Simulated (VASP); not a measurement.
Consider the following.

```
CELL_PARAMETERS angstrom
      0.00000     2.22996     2.22996
      2.22996     0.00000     2.22996
      2.22996     2.22996     0.00000
ATOMIC_POSITIONS crystal
  Nb 0.00000 0.00000 0.00000
  C  0.50000 0.50000 0.50000
```

These are vdW-DF-cx, VASP's PBE PAW potentials (set 64) (plane waves; VASP) values and carry that method's errors. Settings: 520 eV cut-off, 16×16×16 Γ-centred mesh, tetrahedra with Blöchl corrections, potentials Nb_sv C.

### Question
Estimate the energy per atom (σ→0), band gap (on the k-mesh) with the smallest direct gap where there is one.

### Answer

```json
{
  "band gap (on the k-mesh)": "none (metal, semimetal or under 0.01 eV)",
  "energy per atom (σ→0)": "-8.659 eV/atom"
}
```

The compound is NbC in the rock salt structure. It was relaxed first. The electron count is odd and the run is not spin-polarised, which forces a metal.
